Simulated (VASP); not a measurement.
Energy against volume of InAs (zinc blende). Method: PBEsol GGA, VASP's PBE PAW potentials (set 64) (plane waves; VASP).

```json
[
 {"V (Å³/atom)": "26.558", "E (eV/atom)": "-4.22504"},
 {"V (Å³/atom)": "27.405", "E (eV/atom)": "-4.24026"},
 {"V (Å³/atom)": "28.253", "E (eV/atom)": "-4.24496"},
 {"V (Å³/atom)": "29.100", "E (eV/atom)": "-4.24082"},
 {"V (Å³/atom)": "29.948", "E (eV/atom)": "-4.22921"}
]
```

### Question
Fit a third-order Birch-Murnaghan equation of state.

### Answer

```json
{
 "volume_per_atom": "28.26 Å³/atom",
 "bulk_modulus": "556 kbar",
 "pressure_derivative_of_the_bulk_modulus": "4.71",
 "lattice_constant_a": "6.092 Å"
}
```

Measured: bulk modulus 58.6 GPa at 0 K (computed value off by -5.1 %), as given by Daniel Mejia-Rodriguez et al., Physical Review B (2018), arXiv:1807.09216 [0 K value with the zero-point phonon effect removed]; a 6.047 Å at 0 K (computed value off by +0.7 %), as given by Daniel Mejia-Rodriguez et al., Physical Review B (2018), arXiv:1807.09216 [static lattice: zero-point anharmonic expansion removed].

The compound is InAs in the zinc blende structure. It was relaxed first.
